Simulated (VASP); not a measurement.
```
Al
1.0
    0.00000     2.00578     2.00578
    2.00578     0.00000     2.00578
    2.00578     2.00578     0.00000
Al
1
Direct
  0.00000   0.00000   0.00000
```

The numbers are results of PBEsol GGA, VASP's PBE PAW potentials (set 64) (plane waves; VASP 6.6.1), not measurements. Run with 480 eV cut-off, 14×14×14 Γ-centred mesh, first-order Methfessel-Paxton smearing of 0.10 eV, potentials Al.

Energy and stress use the plane-wave basis of the starting cell.

Question: The ions, cell shape and volume at an external pressure of 2.0 GPa are relaxed. Predict the relaxed structure.

Answer: 
```
Al
1.0
    0.00000     1.99055     1.99055
    1.99055     0.00000     1.99055
    1.99055     1.99055     0.00000
Al
1
Cartesian
  0.00000   0.00000   0.00000
```
Space group Fm-3m (225), at a tolerance of 0.03 Å.

Question: How do energy and volume change from the first to the last step?

Answer: The energy (σ→0) changes by +2.3 meV/atom and the volume by -2.3 %, in 3 ionic steps.

```tsv
step	E(σ→0) (eV)	max force (eV/Å)	pressure (GPa)	volume (Å³)
1	-4.0850	0.000	0.03	16.14
2	-4.0813	0.000	2.56	15.68
3	-4.0826	0.000	2.00	15.77
```

The compound is Al in the fcc structure. This run relaxes it under an external pressure of 2 GPa. Symmetry was kept, so distortions that lower it aren't found.
